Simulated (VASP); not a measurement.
VASP runs on BeSe (space group F-43m) share one base input (PBE GGA, plane waves, VASP's PBE PAW potentials (set 64)) and change the settings named in each case.

### KPOINTS
```
Automatic mesh
0
Gamma
9 9 9
0 0 0
```

POSCAR:
```
BeSe
1
    0.0000000000     2.5700000000     2.5700000000
    2.5700000000     0.0000000000     2.5700000000
    2.5700000000     2.5700000000     0.0000000000
Be Se
1 1
Direct
  0.0000000000   0.0000000000   0.0000000000
  0.2500000000   0.2500000000   0.2500000000
```

**INCAR**
```
ALGO  =  Normal
EDIFF  =  1E-6
ENCUT  =  300
GGA  =  PE
ISIF  =  2
ISMEAR  =  -1
LASPH  =  .True.
LCHARG  =  .False.
LMAXMIX  =  4
LREAL  =  .False.
LWAVE  =  .False.
NELM  =  100
PREC  =  Accurate
SIGMA  =  0.05
SYSTEM  =  BeSe
```

POTCAR, in this order: Be Se (PBE.64 set). Program: vasp_std.

```json
[
 {"change": "base run", "E(σ→0) (eV/atom)": "-4.4263", "pressure (GPa)": "1.93"},
 {"change": "GGA = PS", "E(σ→0) (eV/atom)": "-4.7234", "pressure (GPa)": "-0.21"},
 {"change": "GGA_COMPAT = .FALSE., LNONCOLLINEAR = .TRUE., LSORBIT = .TRUE., MAGMOM = 0.0 0.0 0.0 0.0 0.0 0.0, program vasp_ncl", "E(σ→0) (eV/atom)": "-4.4346", "pressure (GPa)": "[?]"},
 {"change": "KPOINTS 1×1×1 Γ-centred mesh", "E(σ→0) (eV/atom)": "3.2505", "pressure (GPa)": "75.59"}
]
```

**Question.** Complete the blanks.

**Answer.** 
- GGA_COMPAT = .FALSE., LNONCOLLINEAR = .TRUE., LSORBIT = .TRUE., MAGMOM = 0.0 0.0 0.0 0.0 0.0 0.0, program vasp_ncl, pressure (GPa): 1.95

Energies of different potentials or functionals have different zeros.  At 300 eV the pressure can carry a Pulay error.

Left out are runs that ran out of time, are held back, or changed the cell or the kind of run, fixed moments of cells without a moment, rows past the twelfth, gaps on odd meshes, pressures of charged cells and columns that move by less than the noise.

The structure is a typed BeSe crystal (F-43m). The cell was not relaxed at this level.
